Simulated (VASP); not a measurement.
KCl (rock salt) is relaxed at rising pressure, each step from the one before. Symmetry mostly holds the structure type, and other phases were not tried. The mesh follows the cell, and a change of mesh leaves a small step in the series.

Input:

```
CELL_PARAMETERS angstrom
      0.00000     3.19198     3.19198
      3.19198     0.00000     3.19198
      3.19198     3.19198     0.00000
ATOMIC_POSITIONS crystal
  K  0.00000 0.00000 0.00000
  Cl 0.50000 0.50000 0.50000
```

All values below come from PBE GGA, VASP's PBE PAW potentials (set 64) (plane waves; VASP). Run with 500 eV cut-off, 7×7×7 Γ-centred mesh, Gaussian smearing of 0.050 eV, potentials K_sv Cl.

```tsv
P (GPa)	V (Å³/atom)	H − H(0) (eV/atom)	space group	k-mesh
0	32.52	0.000	Fm-3m	7×7×7
5	26.85	0.913	Fm-3m	8×8×8
10	24.17	1.706	Fm-3m	8×8×8
20	21.13	3.112	Fm-3m	8×8×8
30	19.36	4.374	Fm-3m	9×9×9
45	17.57	6.096	Fm-3m	9×9×9
```

Pressures at which the relaxation failed are left out.

The compound is KCl in the rock salt structure.
